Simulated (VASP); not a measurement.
Data:

```
Al
1.0
    0.00000     1.99580     1.99580
    1.99580     0.00000     1.99580
    1.99580     1.99580     0.00000
Al
1
Direct
  0.00000   0.00000   0.00000
```

These are r2SCAN meta-GGA, VASP's PBE PAW potentials (set 64) (plane waves; VASP) values and carry that method's errors. Run with 500 eV cut-off, 16×16×16 Γ-centred mesh, first-order Methfessel-Paxton smearing of 0.10 eV, potentials Al.

Energy and stress use the plane-wave basis of the starting cell.

### Question
The ions, cell shape and volume at an external pressure of 5.0 GPa are relaxed. Which structure does the run end with?

### Answer

```
Al
1.0
    0.00000     1.96269     1.96269
    1.96269     0.00000     1.96269
    1.96269     1.96269     0.00000
Al
1
Direct
  0.00000   0.00000   0.00000
```
Space group Fm-3m (225), at a tolerance of 0.03 Å.

### Question
How do energy and volume change from the first to the last step?

### Answer
The energy (σ→0) changes by +11.0 meV/atom and the volume by -4.9 %, in 3 ionic steps.

The compound is Al in the fcc structure. This run relaxes it under an external pressure of 5 GPa. Symmetry was kept, so distortions that lower it aren't found.
